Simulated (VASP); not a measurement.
```
AlP
1.0
    0.00000     2.71757     2.71757
    2.71757     0.00000     2.71757
    2.71757     2.71757     0.00000
Al P
1 1
Direct
  0.00000   0.00000   0.00000
  0.25000   0.25000   0.25000
```

These are LDA (Ceperley-Alder, Perdew-Zunger), VASP's LDA PAW potentials (set 64) (plane waves; VASP 6.6.1) values and carry that method's errors. Numerical set-up: 400 eV cut-off, 8×8×8 Γ-centred mesh, Gaussian smearing of 0.050 eV, potentials Al P.

What does the run give for the energy per atom (σ→0), band gap (on the k-mesh) with the smallest direct gap where there is one?

```
Item                                         Result
-----------------------------------  --------------
band gap (on the k-mesh)                    1.42 eV
smallest direct gap (on the k-mesh)         3.24 eV
energy per atom (σ→0)                -5.706 eV/atom
```

The absolute energy has meaning only against runs of the same code, potentials and settings.

The compound is AlP in the zinc blende structure. It was relaxed first. The start is the result of an earlier pass.
